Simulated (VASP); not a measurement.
A VASP calculation is set up with these files.

POSCAR:
```
PbSe
1
    4.1690273415     0.0000000136    -0.0000000000
   -2.0845131472     3.6104831191     0.0000000000
    0.0000000000     0.0000000000     3.9254912413
Pb Se
1 1
Direct
  1.0000000000   0.0000000000   0.0000000000
  0.6666670000   0.3333330000   0.5000000000
```

### INCAR
```
ALGO=Normal
EDIFF=1E-6
EDIFFG=-0.01
ENCUT=400
IBRION=2
ISIF=3
ISMEAR=1
LASPH=.True.
LCHARG=.False.
LMAXMIX=4
LMIXTAU=.True.
LREAL=.False.
LWAVE=.False.
METAGGA=R2SCAN
NELM=100
NSW=60
PREC=Accurate
SIGMA=0.1
SYSTEM=PbSe
```

**KPOINTS**
```
kpoints
0
Gamma
  9 9 9
```

POTCAR, in this order: Pb_d Se (PBE.64 set). Program: vasp_std.

Q: Translate this r2SCAN calculation to Ansatz.

A: One equivalent input (not run):
Ansatz 0.2 input:
```yaml
crystal:
  lattice:
    - [4.1690273, 0.0000000, 0.0000000]
    - [-2.0845131, 3.6104831, 0.0000000]
    - [0.0000000, 0.0000000, 3.9254912]
  atoms:
    - { symbol: Pb, position: [1.0000000, 0.0000000, 0.0000000] }
    - { symbol: Se, position: [0.6666670, 0.3333330, 0.5000000] }
kpoints:
  mp_grid: { grid: [9, 9, 9] }
hamiltonian:
  xc: r2scan
  pseudopotentials: { kind: paw }
scf:
  occupations: { method: methfessel_paxton, width: 0.1 }
  max_iter: 100
relax:
  max_steps: 60
  f_tol: 0.01
  cell: {}
output: { forces: true, stress: true, eigenvalues: true }
```
The two are equivalent in intent, not identical: each code has its own PAW files, so the cut-off isn't converted (ENCUT is set for VASP's; basis.ecutwfc is left out, and Ansatz then takes the one that its files recommend); Ansatz stops its SCF on the density residual and VASP on the energy change (EDIFF).

The structure was generated: PbSe was put into the WC type (P-6m2), which need not be its known phase. This run relaxes it. Symmetry was kept, so distortions that lower it aren't found. The start is the result of an earlier pass.
